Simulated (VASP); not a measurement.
# How plane-wave cutoff and PAW data sets change a VASP run on ScPt

How sensitive are energy and pressure of ScPt to the plane-wave cutoff and PAW data sets? The series runs use PBEsol. The plane-wave cutoff tried: ENCUT = 140; ENCUT = 170; ENCUT = 210; ENCUT = 230; ENCUT = 260; ENCUT = 300; ENCUT = 370; ENCUT = 460. The PAW data sets tried: minimal 64: Sc_sv Pt; recommended 54: Sc_sv Pt; semicore 64: Sc_sv Pt_pv; gw 64: Sc_sv_GW Pt_sv_GW. The start is a cell from a database of measured crystal structures.

Calculated with VASP 6.6.1; PBEsol; plane waves and PAW (Sc_sv, Pt), in the first sound run; inputs show where later runs differ.

## 1. Set-up

Symmetry: Pm-3m, No. 221, cubic system. Conventional cell: a = 3.270 Å, b = 3.270 Å, c = 3.270 Å, α = 90.00°, β = 90.00°, γ = 90.00°. Nearest to Sc lie 8 Pt at 2.83 Å. Pt has 8 Sc at 2.83 Å nearest. Farther neighbours are not listed.

## 2. Plane-wave cutoff: ENCUT = 140

The basis grows with ENCUT, and energy and stress both move with it. PBEsol restores the gradient expansion of exchange and is tuned for the cells of solids.

INCAR reads:

```
SYSTEM = ScPt
PREC = Accurate
ENCUT = 140
EDIFF = 1E-06
NELM = 100
ISMEAR = -1
SIGMA = 0.05
LREAL = .FALSE.
ALGO = Normal
GGA = PS
NBANDS = 16
LASPH = .TRUE.
LORBIT = 11
LWAVE = .FALSE.
LCHARG = .FALSE.
KPAR = 2
ISIF = 2
```

POSCAR reads:

```
ScPt
1.0
    3.2700000000      0.0000000000      0.0000000000
    0.0000000000      3.2700000000      0.0000000000
    0.0000000000      0.0000000000      3.2700000000
Sc Pt
1 1
Direct
    0.5000000000      0.5000000000      0.5000000000
    0.0000000000      0.0000000000      0.0000000000
```

KPOINTS reads:

```
Automatic mesh
0
Gamma
7 7 7
0 0 0
```

Potentials, in the order of the species: Sc_sv and Pt (PBE family, release 64).

Command:

```bash
$ mpirun -np 2 vasp_std
```

Output:

```text
[banner, memory and clock lines left out]
running    2 mpi-ranks, on    1 nodes
 distrk:  each k-point on    1 cores,    2 groups
 distr:  one band on    1 cores,    1 groups

 POSCAR found type information on POSCAR ScPt
 POSCAR found :  2 types and       2 ions
|                                                                             |
|               ----> ADVICE to this user running VASP <----                  |
|                                                                             |
|     You enforced a specific xc type in the INCAR file but a different       |
|     [... a line on the potential file left out ...]
|     I HOPE YOU KNOW WHAT YOU ARE DOING!                                     |
|                                                                             |

 LDA part: xc-table for (Slater+PW92), standard interpolation
 POSCAR, INCAR and KPOINTS ok, starting setup
 FFT: planning ... GRIDC
 FFT: planning ... GRID_SOFT
 FFT: planning ... GRID
 WAVECAR not read
 entering main loop
       N       E                     dE             d eps       ncg     rms          rms(c)
DAV:   1     0.406252716415E+02    0.40625E+02   -0.62498E+03   808   0.466E+02
DAV:   2    -0.168699841492E+02   -0.57495E+02   -0.56363E+02   824   0.164E+02
DAV:   3    -0.173288211086E+02   -0.45884E+00   -0.45776E+00   664   0.152E+01
DAV:   4    -0.173310971362E+02   -0.22760E-02   -0.22756E-02   792   0.102E+00
DAV:   5    -0.173311110083E+02   -0.13872E-04   -0.13872E-04   704   0.777E-02    0.390E+01
DAV:   6    -0.143764462457E+02    0.29547E+01   -0.53724E+00   744   0.191E+01    0.139E+01
DAV:   7    -0.137927759342E+02    0.58367E+00   -0.21031E+00   760   0.123E+01    0.415E+00
DAV:   8    -0.137525956030E+02    0.40180E-01   -0.16895E-01   640   0.233E+00    0.118E+00
DAV:   9    -0.137485110932E+02    0.40845E-02   -0.81134E-03   672   0.780E-01    0.281E-01
DAV:  10    -0.137484989847E+02    0.12109E-04   -0.24894E-04   704   0.125E-01    0.109E-01
DAV:  11    -0.137484861808E+02    0.12804E-04   -0.41704E-05   728   0.624E-02    0.168E-02
DAV:  12    -0.137484858903E+02    0.29050E-06   -0.21665E-06   560   0.124E-02
   1 F= -.13748486E+02 E0= -.13738935E+02  d E =-.191011E-01
```

Run time: 1.8 s. Hardware: 2 MPI ranks of AMD EPYC 9R45, shared host; peak memory 0.15 GiB.

Lines that name or quote the potential files are left out of all logs, and their timing lines are given in words.

From OUTCAR (step 2):

```text
ion  position               nearest neighbor table
   1  0.500  0.500  0.500-   2 2.83   2 2.83   2 2.83   2 2.83   2 2.83   2 2.83   2 2.83   2 2.83

  LATTYP: Found a simple cubic cell.
 ALAT       =     3.2700000000

 Subroutine GETGRP returns: Found 48 space group operations
 (whereof 48 operations were pure point group operations)

The static configuration has the point symmetry O_h .

 Found     20 irreducible k-points:

   k-points           NKPTS =     20   k-points in BZ     NKDIM =     20   number of bands    NBANDS=     16

   dimension x,y,z NGX =    14 NGY =   14 NGZ =   14
   dimension x,y,z NGXF=    28 NGYF=   28 NGZF=   28

   ENCUT  =  140.0 eV  10.29 Ry    3.21 a.u.   3.15  3.15  3.15*2*pi/ulx,y,z

   NELECT =      21.0000    total number of electrons

 k-points in reciprocal lattice and weights: Automatic mesh
   0.00000000  0.00000000  0.00000000       0.003
   0.14285714  0.00000000  0.00000000       0.017
   0.28571429  0.00000000  0.00000000       0.017
   0.42857143  0.00000000  0.00000000       0.017
   0.14285714  0.14285714  0.00000000       0.035
   0.28571429  0.14285714  0.00000000       0.070
   0.42857143  0.14285714  0.00000000       0.070
   0.28571429  0.28571429  0.00000000       0.035
   0.42857143  0.28571429  0.00000000       0.070
[...]
0.42857143  0.42857143  0.28571429       0.070
   0.42857143  0.42857143  0.42857143       0.023

 average (electrostatic) potential at core
       1 -44.8524       2 -68.2748

 E-fermi :   7.7394

 k-point     1 :       0.0000    0.0000    0.0000
  band No.  band energies     occupation
    ...
      6       2.9827      2.00000
      7       2.9827      2.00000
      8       5.0664      2.00000
      9       5.0664      2.00000
     10       5.0664      2.00000
     11      11.5413      0.00000
     12      11.5413      0.00000
     13      11.5900      0.00000
     14      11.5900      0.00000
     15      11.5900      0.00000
    ...

 k-point     2 :       0.1429    0.0000    0.0000
  band No.  band energies     occupation
    ...
      6       3.0335      2.00000
      7       3.0822      2.00000
      8       4.7690      2.00000
      9       4.7690      2.00000
     10       5.1429      2.00000
     11       9.8720      0.00000
     12       9.9410      0.00000
     13      10.8285      0.00000
     14      10.8285      0.00000
     15      11.4746      0.00000
    ...

 k-point     3 :       0.2857    0.0000    0.0000
  band No.  band energies     occupation
    ...
      6       3.4716      2.00000
      7       3.5671      2.00000
      8       4.7713      2.00000
      9       4.7713      2.00000
     10       5.3806      2.00000
     11       9.1063      0.00000
     12       9.1161      0.00000
     13      10.1827      0.00000
     14      10.1827      0.00000
     15      11.3923      0.00000
    ...

  Total      -53.4785265    -53.4785265    -53.4785265     -0.0000000     -0.0000000     -0.0000000
  in kB    -2450.4551447  -2450.4551447  -2450.4551447     -0.0000000     -0.0000000     -0.0000000
  external PRESSURE =   -2450.4551447 kB  Pullay stress =       0.0000000 kB

  energy-cutoff  :      140.00
  volume of cell :       34.97
      direct lattice vectors                 reciprocal lattice vectors
     3.270000000  0.000000000  0.000000000     0.305810398  0.000000000  0.000000000
     0.000000000  3.270000000  0.000000000     0.000000000  0.305810398  0.000000000
     0.000000000  0.000000000  3.270000000     0.000000000  0.000000000  0.305810398

 POSITION                                       TOTAL-FORCE (eV/Angst)
 -----------------------------------------------------------------------------------
      1.63500      1.63500      1.63500         0.000000      0.000000      0.000000
      0.00000      0.00000      0.00000         0.000000      0.000000      0.000000
 -----------------------------------------------------------------------------------
    total drift:                                0.000000     -0.000000     -0.000000

  FREE ENERGIE OF THE ION-ELECTRON SYSTEM (eV)
  ---------------------------------------------------
  free  energy   TOTEN  =       -13.7484858903 eV

  energy  without entropy=      -13.7293847747  energy(sigma->0) =      -13.73893533

 total charge
# of ion       s       p       d       tot
------------------------------------------
    1        2.263   6.334   1.143   9.741
    2        0.800   0.490   9.030  10.320
--------------------------------------------------
tot          3.063   6.824  10.174  20.061

[... 3 further parts left out ...]
```

This run has no spin polarisation. Its electron count is odd, so without a moment it is a metal by construction. The k-mesh is coarse for a metal. The PAW data sets were made with PBE, which is usual practice but a small mismatch for other functionals.

This step gave:

```yaml
scf_cycles: 12
electrons: 21
bands: 16
irreducible_k_points: 20
symmetry_operations: 48
free_energy_toten: -13.75 eV
energy_at_zero_smearing: -13.74 eV
fermi_energy: 7.739 eV
pressure: -245.0 GPa
metallic: yes
```

The series starts at -6.8695 eV an atom and -245.05 GPa, after 12 cycles in 1.8 s.

## 3. Plane-wave cutoff: ENCUT = 170

Changes to INCAR since step 2:

```diff
@@ -2,3 +2,3 @@
 PREC = Accurate
-ENCUT = 140
+ENCUT = 170
 EDIFF = 1E-06
```

POSCAR is that of step 2.

KPOINTS is that of step 2.

Command:

```bash
$ mpirun -np 2 vasp_std
```

Output:

```text
[banner, memory and clock lines left out]
running    2 mpi-ranks, on    1 nodes
[...]
[... a notice as in an earlier step ...]

 LDA part: xc-table for (Slater+PW92), standard interpolation
 POSCAR, INCAR and KPOINTS ok, starting setup
[...]
entering main loop
       N       E                     dE             d eps       ncg     rms          rms(c)
DAV:   1     0.599238744085E+02    0.59924E+02   -0.67097E+03   808   0.553E+02
DAV:   2    -0.162795687135E+02   -0.76203E+02   -0.74753E+02   760   0.211E+02
DAV:   3    -0.172031656755E+02   -0.92360E+00   -0.92098E+00   728   0.245E+01
DAV:   4    -0.172124471336E+02   -0.92815E-02   -0.92803E-02   784   0.247E+00
[...]
DAV:  11    -0.152952998020E+02   -0.58597E-05   -0.85752E-05   728   0.806E-02    0.148E-02
DAV:  12    -0.152952981026E+02    0.16994E-05   -0.14031E-05   712   0.228E-02    0.481E-03
DAV:  13    -0.152952973696E+02    0.73293E-06   -0.17163E-06   528   0.116E-02
   1 F= -.15295297E+02 E0= -.15284369E+02  d E =-.218571E-01
```

Run time: 2 s. Hardware: 2 MPI ranks; peak memory 0.16 GiB.

OUTCAR, selected parts (step 3):

```text
  Total      -17.4639828    -17.4639828    -17.4639828      0.0000000      0.0000000      0.0000000
  in kB     -800.2222444   -800.2222444   -800.2222444      0.0000000      0.0000000      0.0000000
  external PRESSURE =    -800.2222444 kB  Pullay stress =       0.0000000 kB

  FREE ENERGIE OF THE ION-ELECTRON SYSTEM (eV)
  ---------------------------------------------------
  free  energy   TOTEN  =       -15.2952973696 eV

  energy  without entropy=      -15.2734402394  energy(sigma->0) =      -15.28436880

[... 2 parts as in an earlier step ...]

[... 2 further parts left out ...]
[key lines of the parts left out:]
E-fermi :   7.7742
```

Against the run before the energy moves by -772.72 meV an atom and the pressure by +165.02 GPa, after 13 cycles in 2 s.

## 4. Plane-wave cutoff: ENCUT = 210

Changes to INCAR since step 3:

```diff
@@ -2,3 +2,3 @@
 PREC = Accurate
-ENCUT = 170
+ENCUT = 210
 EDIFF = 1E-06
```

POSCAR is that of step 3.

KPOINTS is that of step 3.

Command:

```bash
$ mpirun -np 2 vasp_std
```

Output:

```text
[... set-up lines as in an earlier step ...]
 entering main loop
       N       E                     dE             d eps       ncg     rms          rms(c)
DAV:   1     0.915534348433E+02    0.91553E+02   -0.70760E+03   752   0.651E+02
DAV:   2    -0.147540731818E+02   -0.10631E+03   -0.10418E+03   736   0.267E+02
DAV:   3    -0.173069672795E+02   -0.25529E+01   -0.25017E+01   776   0.411E+01
DAV:   4    -0.173464801108E+02   -0.39513E-01   -0.39488E-01   704   0.545E+00
[...]
DAV:  10    -0.158984933355E+02    0.10048E-02   -0.57037E-03   856   0.823E-01    0.448E-02
DAV:  11    -0.158984781668E+02    0.15169E-04   -0.13647E-04   840   0.122E-01    0.693E-03
DAV:  12    -0.158984775121E+02    0.65476E-06   -0.58739E-06   752   0.175E-02
   1 F= -.15898478E+02 E0= -.15888279E+02  d E =-.203963E-01
```

Wall time 2 s (2 MPI ranks); peak memory 0.16 GiB.

Parts of OUTCAR (step 4):

```text
  Total       -2.3701685     -2.3701685     -2.3701685      0.0000000      0.0000000      0.0000000
  in kB     -108.6041829   -108.6041829   -108.6041829      0.0000000      0.0000000      0.0000000
  external PRESSURE =    -108.6041829 kB  Pullay stress =       0.0000000 kB

 POSITION                                       TOTAL-FORCE (eV/Angst)
 -----------------------------------------------------------------------------------
      1.63500      1.63500      1.63500         0.000000      0.000000      0.000000
      0.00000      0.00000      0.00000         0.000000      0.000000      0.000000
 -----------------------------------------------------------------------------------
    total drift:                                0.000000      0.000000      0.000000

  FREE ENERGIE OF THE ION-ELECTRON SYSTEM (eV)
  ---------------------------------------------------
  free  energy   TOTEN  =       -15.8984775121 eV

  energy  without entropy=      -15.8780812619  energy(sigma->0) =      -15.88827939

[... 1 part as in an earlier step ...]

[... 2 further parts left out ...]
[key lines of the parts left out:]
E-fermi :   7.7587
```

Against the run before the energy moves by -301.96 meV an atom and the pressure by +69.16 GPa, after 12 cycles in 2 s.

## 5. Plane-wave cutoff: ENCUT = 230

Changes to INCAR since step 4:

```diff
@@ -2,3 +2,3 @@
 PREC = Accurate
-ENCUT = 210
+ENCUT = 230
 EDIFF = 1E-06
```

POSCAR is that of step 4.

KPOINTS is that of step 4.

Command:

```bash
$ mpirun -np 2 vasp_std
```

Output:

```text
[... set-up lines as in an earlier step ...]
 entering main loop
       N       E                     dE             d eps       ncg     rms          rms(c)
DAV:   1     0.945205046458E+02    0.94521E+02   -0.72736E+03   752   0.707E+02
DAV:   2    -0.141738735656E+02   -0.10869E+03   -0.10622E+03   720   0.279E+02
DAV:   3    -0.172808763154E+02   -0.31070E+01   -0.29768E+01   776   0.443E+01
DAV:   4    -0.173292173058E+02   -0.48341E-01   -0.48321E-01   744   0.598E+00
[...]
DAV:  10    -0.159212275264E+02    0.11166E-02   -0.69185E-03   856   0.976E-01    0.504E-02
DAV:  11    -0.159211898702E+02    0.37656E-04   -0.20172E-04   848   0.160E-01    0.582E-03
DAV:  12    -0.159211890393E+02    0.83094E-06   -0.69451E-06   888   0.222E-02
   1 F= -.15921189E+02 E0= -.15911137E+02  d E =-.201036E-01
```

Wall time 2.2 s (2 MPI ranks); peak memory 0.17 GiB; 2.7 s of CPU time.

Parts of OUTCAR (step 5):

```text
  Total       -0.7054295     -0.7054295     -0.7054295      0.0000000      0.0000000     -0.0000000
  in kB      -32.3236897    -32.3236897    -32.3236897      0.0000000      0.0000000     -0.0000000
  external PRESSURE =     -32.3236897 kB  Pullay stress =       0.0000000 kB

  FREE ENERGIE OF THE ION-ELECTRON SYSTEM (eV)
  ---------------------------------------------------
  free  energy   TOTEN  =       -15.9211890393 eV

  energy  without entropy=      -15.9010853933  energy(sigma->0) =      -15.91113722

[... 2 parts as in an earlier step ...]

[... 2 further parts left out ...]
[key lines of the parts left out:]
E-fermi :   7.7614
```

Against the run before the energy moves by -11.43 meV an atom and the pressure by +7.63 GPa, after 12 cycles in 2.2 s.

## 6. Plane-wave cutoff: ENCUT = 260

Changes to INCAR since step 5:

```diff
@@ -2,3 +2,3 @@
 PREC = Accurate
-ENCUT = 230
+ENCUT = 260
 EDIFF = 1E-06
```

POSCAR is that of step 5.

KPOINTS is that of step 5.

Command:

```bash
$ mpirun -np 2 vasp_std
```

Output:

```text
[... set-up lines as in an earlier step ...]
 entering main loop
       N       E                     dE             d eps       ncg     rms          rms(c)
DAV:   1     0.104938510495E+03    0.10494E+03   -0.78202E+03   768   0.773E+02
DAV:   2    -0.131544330752E+02   -0.11809E+03   -0.11554E+03   712   0.293E+02
DAV:   3    -0.172799909523E+02   -0.41256E+01   -0.40166E+01   816   0.523E+01
DAV:   4    -0.173355004228E+02   -0.55509E-01   -0.55483E-01   760   0.673E+00
[...]
DAV:  10    -0.159382316750E+02    0.11292E-02   -0.74344E-03   848   0.109E+00    0.556E-02
DAV:  11    -0.159381778795E+02    0.53795E-04   -0.27364E-04   888   0.202E-01    0.506E-03
DAV:  12    -0.159381774379E+02    0.44159E-06   -0.61883E-06   856   0.206E-02
   1 F= -.15938177E+02 E0= -.15928131E+02  d E =-.200928E-01
```

Run time: 2.6 s. Hardware: 2 MPI ranks; peak memory 0.18 GiB; 3.3 s of CPU time.

OUTCAR, selected parts (step 6):

```text
  Total       -0.1737135     -0.1737135     -0.1737135      0.0000000      0.0000000     -0.0000000
  in kB       -7.9597757     -7.9597757     -7.9597757      0.0000000      0.0000000     -0.0000000
  external PRESSURE =      -7.9597757 kB  Pullay stress =       0.0000000 kB

  FREE ENERGIE OF THE ION-ELECTRON SYSTEM (eV)
  ---------------------------------------------------
  free  energy   TOTEN  =       -15.9381774379 eV

  energy  without entropy=      -15.9180846062  energy(sigma->0) =      -15.92813102

[... 2 parts as in an earlier step ...]

[... 2 further parts left out ...]
[key lines of the parts left out:]
E-fermi :   7.7638
```

Against the run before the energy moves by -8.50 meV an atom and the pressure by +2.44 GPa, after 12 cycles in 2.6 s.

## 7. Plane-wave cutoff: ENCUT = 300

Changes to INCAR since step 6:

```diff
@@ -2,3 +2,3 @@
 PREC = Accurate
-ENCUT = 260
+ENCUT = 300
 EDIFF = 1E-06
```

POSCAR is that of step 6.

KPOINTS is that of step 6.

Command:

```bash
$ mpirun -np 2 vasp_std
```

Output:

```text
[... set-up lines as in an earlier step ...]
 entering main loop
       N       E                     dE             d eps       ncg     rms          rms(c)
DAV:   1     0.134784800515E+03    0.13478E+03   -0.81725E+03   696   0.878E+02
DAV:   2    -0.123014560678E+02   -0.14709E+03   -0.14373E+03   696   0.329E+02
DAV:   3    -0.172534335746E+02   -0.49520E+01   -0.47803E+01   816   0.655E+01
DAV:   4    -0.173351285750E+02   -0.81695E-01   -0.81670E-01   768   0.794E+00
[...]
DAV:  10    -0.159325982517E+02    0.10406E-02   -0.72754E-03   848   0.113E+00    0.588E-02
DAV:  11    -0.159325363439E+02    0.61908E-04   -0.29139E-04   872   0.219E-01    0.582E-03
DAV:  12    -0.159325356154E+02    0.72851E-06   -0.80660E-06   976   0.269E-02
   1 F= -.15932536E+02 E0= -.15922474E+02  d E =-.201233E-01
```

Elapsed: 2.8 s, on 2 MPI ranks; peak memory 0.18 GiB; 3.4 s of CPU time.

From OUTCAR (step 7):

```text
  Total       -0.2544300     -0.2544300     -0.2544300      0.0000000      0.0000000      0.0000000
  in kB      -11.6583116    -11.6583116    -11.6583116      0.0000000      0.0000000      0.0000000
  external PRESSURE =     -11.6583116 kB  Pullay stress =       0.0000000 kB

  FREE ENERGIE OF THE ION-ELECTRON SYSTEM (eV)
  ---------------------------------------------------
  free  energy   TOTEN  =       -15.9325356154 eV

  energy  without entropy=      -15.9124123396  energy(sigma->0) =      -15.92247398

[... 2 parts as in an earlier step ...]

[... 2 further parts left out ...]
[key lines of the parts left out:]
E-fermi :   7.7624
```

Against the run before the energy moves by +2.83 meV an atom and the pressure by -0.37 GPa, after 12 cycles in 2.8 s.

[end of part 1 of 2]

[Lines on the potential files, build, host, timing and source positions are cut from VASP's logs without a mark.]

[Logs are printed without paths, hosts, clocks, repeated set-up lines and the standing remarks that a program may print on its own settings, such as how far it seeks lower states.]

[Hosts, paths, dates, database ids (printed as entryN), source tags and the programs' standing remarks are cut or masked in the printed files.]

[A measured line is paired with the nearest computed mode of its activity, which favours agreement.]
